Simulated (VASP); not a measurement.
Calculation: rev-vdW-DF2, VASP's PBE PAW potentials (set 64) (plane waves; VASP).

VASP ran on this input.

KPOINTS:
```
Automatic mesh
0
gamma
  10 10 10
```

File POSCAR:
```
HgTe
1
    0.0000000000     3.2305888768     3.2305888768
    3.2305888768     0.0000000000     3.2305888768
    3.2305888768     3.2305888768     0.0000000000
Hg Te
1 1
Direct
  0.0000000000   0.0000000000   0.0000000000
  0.2500000000   0.2500000000   0.2500000000
```

INCAR:
```
SYSTEM = HgTe
PREC = Accurate; ENCUT = 520; LREAL = .FALSE.
LASPH = .TRUE.
EDIFF = 1E-7; NELM = 100; ALGO = Normal
LMAXMIX = 6
ISMEAR = 1; SIGMA = 0.1
GGA = MK; LUSE_VDW = .TRUE.; AGGAC = 0.0
PARAM1 = 0.1234568; PARAM2 = 0.7114; ZAB_VDW = -1.8867
ISIF = 2
LWAVE = .FALSE.; LCHARG = .FALSE.
```

POTCAR, in this order: Hg Te (PBE.64 set). Program: vasp_std.

Output of the run:

**OSZICAR**
```
       N       E                     dE             d eps       ncg     rms          rms(c)
DAV:   1     0.110470405851E+03    0.11047E+03   -0.82025E+03  1230   0.120E+03
DAV:   2     0.467057237817E+01   -0.10580E+03   -0.10059E+03  1312   0.263E+02
DAV:   3     0.361418613678E+00   -0.43092E+01   -0.42917E+01  1527   0.559E+01
DAV:   4     0.319131707595E+00   -0.42287E-01   -0.42280E-01  1660   0.504E+00
DAV:   5     0.319016941727E+00   -0.11477E-03   -0.11476E-03  1512   0.259E-01    0.791E+00
DAV:   6     0.531117614147E+00    0.21210E+00   -0.52150E-01  1407   0.107E+01    0.627E+00
DAV:   7     0.538662783226E+00    0.75452E-02   -0.11339E-01  1327   0.267E+00    0.222E+00
DAV:   8     0.539902636427E+00    0.12399E-02   -0.11501E-02  1252   0.147E+00    0.633E-01
DAV:   9     0.540005234766E+00    0.10260E-03   -0.81874E-04  1382   0.365E-01    0.130E-01
DAV:  10     0.539994584728E+00   -0.10650E-04   -0.88640E-05  1366   0.102E-01    0.492E-02
DAV:  11     0.539987674624E+00   -0.69101E-05   -0.24421E-05  1357   0.483E-02    0.326E-02
DAV:  12     0.539989182296E+00    0.15077E-05   -0.40027E-06  1330   0.203E-02    0.161E-02
DAV:  13     0.539989191506E+00    0.92095E-08   -0.25541E-07  1287   0.356E-03
   1 F= 0.53998919E+00 E0= 0.53991164E+00  d E =0.232656E-03
```

OUTCAR:
```
------------------------ aborting loop because EDIFF is reached ----------------------------------------
  FORCE on cell =-STRESS in cart. coord.  units (eV):
  Direction    XX          YY          ZZ          XY          YZ          ZX
  --------------------------------------------------------------------------------------
  Total        1.1383723      1.1383723      1.1383723     -0.0000000      0.0000000     -0.0000000
  in kB       27.0470444     27.0470444     27.0470444     -0.0000000      0.0000000     -0.0000000
  external PRESSURE =      27.0470444 kB  Pullay stress =       0.0000000 kB
  volume of cell :       67.43
      direct lattice vectors                 reciprocal lattice vectors
     0.000000000  3.230588877  3.230588877    -0.154770545  0.154770545  0.154770545
     3.230588877  0.000000000  3.230588877     0.154770545 -0.154770545  0.154770545
     3.230588877  3.230588877  0.000000000     0.154770545  0.154770545 -0.154770545
 POSITION                                       TOTAL-FORCE (eV/Angst)
 -----------------------------------------------------------------------------------
      0.00000      0.00000      0.00000        -0.000000     -0.000000     -0.000000
      1.61529      1.61529      1.61529         0.000000      0.000000      0.000000
 -----------------------------------------------------------------------------------
    total drift:                               -0.000000     -0.000000     -0.000000
  FREE ENERGIE OF THE ION-ELECTRON SYSTEM (eV)
  ---------------------------------------------------
  free  energy   TOTEN  =         0.5399891915 eV

  energy  without entropy=        0.5397565354  energy(sigma->0) =        0.53991164
```
(Selected blocks of OUTCAR.)

The compound is HgTe in the zinc blende structure. This cell is one point of a volume scan, at 0.94 of the reference volume.
